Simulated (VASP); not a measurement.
Input:

```
W
1.0
    5.03623     0.00000     0.00000
    0.00000     5.03623     0.00000
    0.00000     0.00000     5.03623
W
8
Cartesian
  0.00000   0.00000   0.00000
  2.51811   2.51811   2.51811
  0.00000   2.51811   1.25906
  0.00000   2.51811   3.77717
  1.25906   0.00000   2.51811
  3.77717   0.00000   2.51811
  2.51811   3.77717   0.00000
  2.51811   1.25906   0.00000
```

All values below come from PBEsol GGA, VASP's PBE PAW potentials (set 64) (plane waves; VASP). Settings: 400 eV cut-off, Gaussian smearing of 0.050 eV, potentials W_sv.

### Question
Give the energies of bands 49 to 62 at the high-symmetry points, in eV from the Fermi level.

### Answer

```
band      Γ      X      M      R
----  -----  -----  -----  -----
49    -2.11  -1.57  -1.95  -2.45
50    -2.05  -1.57  -1.79  -2.45
51    -2.05  -1.21  -1.68  -1.37
52    -2.05  -1.21  -1.68  -1.37
53    -1.50  -1.14  -1.28  -1.37
54    -1.50  -1.14  -0.95  -1.37
55    -0.49  -0.93  -0.95  -1.37
56    -0.49  -0.93   0.29  -1.37
57    -0.49   0.56   0.29   1.37
58     1.65   0.56   0.32   1.37
59     1.65   0.82   0.58   1.37
60     1.65   0.82   1.05   1.37
61     1.70   1.17   1.06   1.37
62     1.70   1.17   2.21   1.37
```

It has no gap at this level: it comes out as a metal or semimetal.

The structure comes from a measured W entry (Pm-3n) of the Crystallography Open Database, whose conditions weren't checked. It was relaxed first.
